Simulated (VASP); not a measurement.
Given:

```
MoS2
1.0
    1.54607    -2.67788     0.00000
    1.54607     2.67788     0.00000
    0.00000     0.00000    11.94712
Mo S
2 4
Direct
  0.33333   0.66667   0.25000
  0.66667   0.33333   0.75000
  0.33333   0.66667   0.87876
  0.66667   0.33333   0.37876
  0.66667   0.33333   0.12124
  0.33333   0.66667   0.62124
```

All values below come from LDA (Ceperley-Alder, Perdew-Zunger), VASP's LDA PAW potentials (set 64) (plane waves; VASP). Numerical set-up: 520 eV cut-off, 10×10×3 Γ-centred mesh, Gaussian smearing of 0.050 eV, potentials Mo_sv S.

### Question
The ions and cell shape at fixed volume are relaxed. Give the cell that the relaxation ends in.

### Answer

```
MoS2
1.0
    1.55502    -2.69338     0.00000
    1.55502     2.69338     0.00000
    0.00000     0.00000    11.80998
Mo S
2 4
Direct
  0.33333   0.66667   0.25000
  0.66667   0.33333   0.75000
  0.33333   0.66667   0.88174
  0.66667   0.33333   0.38174
  0.66667   0.33333   0.11826
  0.33333   0.66667   0.61826
```
Space group P6_3/mmc (194), at a tolerance of 0.03 Å.

### Question
How much energy does the relaxation gain?

### Answer
The energy (σ→0) changes by -6.1 meV/atom, in 5 ionic steps.

| step | E(σ→0) (eV) | max force (eV/Å) | pressure (GPa) | volume (Å³) |
|---|---|---|---|---|
| 1 | -48.9062 | 0.544 | 5.45 | 98.93 |
| 2 | -48.9299 | 0.052 | 2.41 | 98.93 |
| 3 | -48.9307 | 0.034 | 2.84 | 98.93 |
| 4 | -48.9404 | 0.019 | 2.16 | 98.93 |
| 5 | -48.9426 | 0.007 | 1.68 | 98.93 |

The compound is MoS2 in the 2H layered structure. This cell is one point of a volume scan, at 0.97 of the reference volume. Symmetry was kept, so distortions that lower it aren't found.
